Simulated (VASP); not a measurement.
An input for Quantum ESPRESSO's pw.x (written as the equivalent of a VASP run, and not itself run):

```
&CONTROL
  calculation = 'scf'
  pseudo_dir = './pseudo'
  outdir = './out'
  tprnfor = .true.
  tstress = .true.
/
&SYSTEM
  ibrav = 0
  nat = 3
  ntyp = 2
  ecutwfc = 84
  occupations = 'tetrahedra'
  input_dft = 'vdw-df-ob86'
/
&ELECTRONS
  conv_thr = 7.3e-09
  electron_maxstep = 100
/
ATOMIC_SPECIES
  Ti 47.867 Ti.upf
  S 32.060 S.upf
CELL_PARAMETERS angstrom
     1.6906452   -2.9282837    0.0000000
     1.6906452    2.9282837    0.0000000
     0.0000000    0.0000000    5.6989392
ATOMIC_POSITIONS crystal
  Ti   0.0000000  0.0000000  0.0000000
  S    0.3333330  0.6666670  0.2506948
  S    0.6666670  0.3333330  0.7493052
K_POINTS automatic
  12 12 6 0 0 0
```

Problem. Translate this input to VASP (INCAR, KPOINTS, POSCAR, choice of POTCAR).

Solution. One answer among several that fit: 
File KPOINTS:
```
Automatic mesh
0
Gamma
12 12 6
0 0 0
```

POSCAR:
```
TiS2
1.0
  1.6906451508  -2.9282836621   0.0000000000
  1.6906451508   2.9282836621   0.0000000000
  0.0000000000   0.0000000000   5.6989391728
Ti S
1 2
Cart
  0.0000000000   0.0000000000   0.0000000000
  1.6906451508   0.9760965062   1.4286941785
  1.6906451508  -0.9760965062   4.2702449943
```

**INCAR**
```
! general
SYSTEM    =  TiS2
PREC      =  Accurate
ENCUT     =  520   ! plane-wave cut-off (eV)
LREAL     =  F
LASPH     =  T   ! aspherical one-centre terms

! electronic loop
EDIFF     =  1E-7   ! SCF stop (eV)
NELM      =  100   ! most electronic steps
ALGO      =  Normal
LMAXMIX   =  4   ! l cut-off of mixed one-centre charges

! smearing
ISMEAR    =  -5   ! tetrahedra, Bloechl

! functional
GGA       =  MK
LUSE_VDW  =  T
AGGAC     =  0.0
PARAM1    =  0.1234
PARAM2    =  1.0

! ions
ISIF      =  2

! output
LWAVE     =  F
LCHARG    =  T
LORBIT    =  11   ! lm-projected
NEDOS     =  601

! other
LEFG      =  T
```

POTCAR, in this order: Ti_sv S (PBE.64 set). Program: vasp_std.

The two are equivalent in intent, not identical: the potentials are each code's own (VASP's PAW set, PseudoDojo norm-conserving files in pw.x), so ENCUT and ecutwfc are chosen apart and not converted; conv_thr bounds pw.x's estimated SCF error, while EDIFF bounds the energy change between steps; the field gradients of LEFG aren't asked of the other code.

The compound is TiS2 in the 1T layered structure. It was relaxed first.
